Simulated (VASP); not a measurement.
Here is the system:

```yaml
crystal:
  lattice:
    - [0.00000, 2.30880, 2.30880]
    - [2.40500, 0.00000, 2.30880]
    - [2.40500, 2.30880, 0.00000]
  atoms:
    - { symbol: Ca, position: [0.00000, 0.00000, 0.00000] }
    - { symbol: O, position: [0.50000, 0.50000, 0.50000] }
```

Method: r2SCAN meta-GGA, VASP's PBE PAW potentials (set 64) (plane waves; VASP). Settings: 600 eV cut-off, 10×10×10 Γ-centred mesh, Gaussian smearing of 0.050 eV, potentials Ca_sv O.

Problem. Predict the energy per atom (σ→0), pressure.

Solution. 
```yaml
energy per atom (σ→0): -9.681 eV/atom
pressure: 117.0 kbar
```

Only differences to runs with the same potentials and settings are physical.

The compound is CaO in the rock salt structure. This cell was strained or had an atom moved on purpose.
